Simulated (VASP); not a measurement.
Output of a VASP run:

### OSZICAR
```
       N       E                     dE             d eps       ncg     rms          rms(c)
DAV:   1     0.690529997789E+01    0.69053E+01   -0.43383E+03  1592   0.976E+02
DAV:   2    -0.175351255200E+02   -0.24440E+02   -0.23595E+02  2152   0.121E+02
DAV:   3    -0.179035010936E+02   -0.36838E+00   -0.36360E+00  2000   0.167E+01
DAV:   4    -0.179043258469E+02   -0.82475E-03   -0.82474E-03  2320   0.644E-01
DAV:   5    -0.179043261519E+02   -0.30498E-06   -0.30475E-06  2000   0.105E-02    0.539E+00
DAV:   6    -0.164611983429E+02    0.14431E+01   -0.23967E+00  1672   0.853E+00    0.257E+00
DAV:   7    -0.162236396508E+02    0.23756E+00   -0.11710E+00  1800   0.590E+00    0.762E-01
DAV:   8    -0.162231247177E+02    0.51493E-03   -0.10512E-01  1688   0.215E+00    0.336E-01
DAV:   9    -0.162158796573E+02    0.72451E-02   -0.23335E-02  1696   0.848E-01    0.540E-02
DAV:  10    -0.162158045797E+02    0.75078E-04   -0.10924E-03  2192   0.223E-01    0.198E-02
DAV:  11    -0.162157974038E+02    0.71758E-05   -0.63478E-05  1680   0.544E-02    0.378E-03
DAV:  12    -0.162157964584E+02    0.94545E-06   -0.64322E-06  1824   0.149E-02
   1 F= -.15355659E+02 E0= -.15355683E+02  d E =-.153557E+02
       N       E                     dE             d eps       ncg     rms          rms(c)
DAV:   1    -0.162199322643E+02   -0.41349E-02   -0.56165E-02  2184   0.188E+00    0.140E-01
DAV:   2    -0.162188068078E+02    0.11255E-02   -0.23373E-03  1992   0.320E-01    0.638E-02
DAV:   3    -0.162185593178E+02    0.24749E-03   -0.10090E-03  1888   0.176E-01    0.135E-02
DAV:   4    -0.162185537011E+02    0.56167E-05   -0.31116E-05  1856   0.449E-02    0.272E-03
DAV:   5    -0.162185531700E+02    0.53109E-06   -0.21107E-06  1808   0.885E-03
   2 F= -.15357532E+02 E0= -.15357614E+02  d E =-.187278E-02
       N       E                     dE             d eps       ncg     rms          rms(c)
DAV:   1    -0.162185538469E+02   -0.14587E-06   -0.64159E-08   968   0.242E-03    0.131E-04
DAV:   2    -0.162185538448E+02    0.21706E-08   -0.26898E-09   816   0.511E-04
   3 F= -.15357532E+02 E0= -.15357614E+02  d E =-.187277E-02
       N       E                     dE             d eps       ncg     rms          rms(c)
DAV:   1    -0.162153067765E+02    0.32471E-02   -0.40735E-03  1784   0.651E-01    0.446E-02
DAV:   2    -0.162152169022E+02    0.89874E-04   -0.19848E-04  2064   0.926E-02    0.194E-02
DAV:   3    -0.162152019803E+02    0.14922E-04   -0.71302E-05  1816   0.494E-02    0.311E-03
DAV:   4    -0.162152022490E+02   -0.26870E-06   -0.99174E-07  1504   0.850E-03
   4 F= -.15357657E+02 E0= -.15357748E+02  d E =-.124594E-03
```

### OUTCAR
```
------------------------ aborting loop because EDIFF is reached ----------------------------------------
  FORCE on cell =-STRESS in cart. coord.  units (eV):
  Direction    XX          YY          ZZ          XY          YZ          ZX
  --------------------------------------------------------------------------------------
  Total        0.8823150      0.8823146      0.8882466      0.0000000     -0.0000000     -0.0000000
  in kB       51.4441962     51.4441757     51.7900465      0.0000000     -0.0000000     -0.0000000
  external PRESSURE =       1.5594728 kB  Pullay stress =      50.0000000 kB
  volume of cell :       27.48
      direct lattice vectors                 reciprocal lattice vectors
     1.520448129 -2.633492884 -0.000000000     0.328850416 -0.189861914  0.000000000
     1.520448129  2.633492884 -0.000000000     0.328850416  0.189861914  0.000000000
    -0.000000000  0.000000000  3.431342719     0.000000000  0.000000000  0.291431105
 POSITION                                       TOTAL-FORCE (eV/Angst)
 -----------------------------------------------------------------------------------
      3.04090      0.00000     -0.00000         0.000000      0.000000      0.000000
      1.52045      0.87783      1.71567         0.000000     -0.000000      0.000000
      1.52045     -0.87783      1.71567        -0.000000      0.000000      0.000000
 -----------------------------------------------------------------------------------
    total drift:                               -0.000000     -0.000000      0.000000
  FREE ENERGIE OF THE ION-ELECTRON SYSTEM (eV)
  ---------------------------------------------------
  free  energy   TOTEN  =       -16.2152022490 eV

  energy  without entropy=      -16.2154761341  energy(sigma->0) =      -16.21529354
  enthalpy is  TOTEN    =       -15.3576565512 eV   P V=        0.8575456978

 reached required accuracy - stopping structural energy minimisation
```
(Selected blocks of OUTCAR.)

File POSCAR:
```
MgB2
1
    1.5166163968    -2.6268561618     0.0000000000
    1.5166163968     2.6268561618    -0.0000000000
   -0.0000000000    -0.0000000000     3.4591254247
Mg B
1 2
Direct
  1.0000000000   0.0000000000   0.0000000000
  0.3333330000   0.6666670000   0.5000000000
  0.6666670000   0.3333330000   0.5000000000
```

Problem. Reconstruct the remaining input files.

Solution. This is not unique; one that fits is the input of the run itself, PBEsol GGA, plane waves, VASP's PBE PAW potentials (set 64).

File KPOINTS:
```
Automatic mesh
0
Gamma
12 12 9
0 0 0
```

INCAR:
```
SYSTEM = MgB2
PREC = Accurate
ENCUT = 620
EDIFF = 1E-6
NELM = 100
ALGO = Normal
LREAL = .FALSE.
LASPH = .TRUE.
ISMEAR = 1
SIGMA = 0.1
GGA = PS
LWAVE = .FALSE.
LCHARG = .FALSE.
IBRION = 2
ISIF = 3
NSW = 40
EDIFFG = -0.02
PSTRESS = 50
```

POTCAR, in this order: Mg B (PBE.64 set). Program: vasp_std.

The compound is MgB2 in the AlB2 type structure. This run relaxes it under an external pressure of 5 GPa. Symmetry was kept, so distortions that lower it aren't found.
